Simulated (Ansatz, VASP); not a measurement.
Si in VASP and in Ansatz

INCAR

```
ALGO = Normal
EDIFF = 1E-6
ENCUT = 520
ISIF = 2
ISMEAR = 0
LASPH = T
LCHARG = T
LELF = T
LREAL = F
LVHAR = T
LWAVE = F
NBANDS = 8
NELM = 60
PREC = Accurate
SIGMA = 0.15
```

File KPOINTS:

```
k-points
0
Gamma
  22 22 22
```

The input POSCAR:

```
Si
1.0
   -1.6919915272      1.6919915272      1.2675166560
    1.6919915272     -1.6919915272      1.2675166560
    1.6919915272      1.6919915272     -1.2675166560
Si
1
Direct
    0.0000000000      0.0000000000      0.0000000000
```

Input for Ansatz:

```yaml
crystal:
  lattice:
    - [-1.6919915272, 1.6919915272, 1.267516656]
    - [1.6919915272, -1.6919915272, 1.267516656]
    - [1.6919915272, 1.6919915272, -1.267516656]
  atoms:
    - { symbol: Si, position: [0.0, 0.0, 0.0] }
basis:
  ecutwfc: 420
kpoints:
  mp_grid: { grid: [22, 22, 22] }
hamiltonian:
  xc: lda
scf:
  occupations: { method: gaussian, width: 0.15 }
output:
  forces: true
  stress: true
  eigenvalues: true
```

Change from the starting cell: strain +0.040 along x and y, -0.040 along z, atoms carried along.

Alike in both runs: task single point; functional LDA; k mesh 22 × 22 × 22; occupations gaussian, width 0.15 eV; no spin polarisation.

|  | VASP | Ansatz |
| --- | --- | --- |
| version | VASP 6.6.1 | Ansatz 0.2.0 |
| potentials or method | VASP PAW LDA potentials, release 64 (Si) | scalar-relativistic, plane waves, PAW |
| plane-wave cutoff (eV) | 520 | 420 |
| valence electrons in the cell | 4 | 4 |

VASP gave:

* gap on the k mesh at the Fermi level (eV): none
* pressure (GPa): -2.6
* largest component of the traceless stress (GPa): 2.66

**Question.** Estimate Ansatz's values.

**Answer.** gap on the k mesh at the Fermi level (eV): none; pressure (GPa): -2.7; largest component of the traceless stress (GPa): 2.65.

A gap of «none» marks a metal or a gap that the smearing closes.
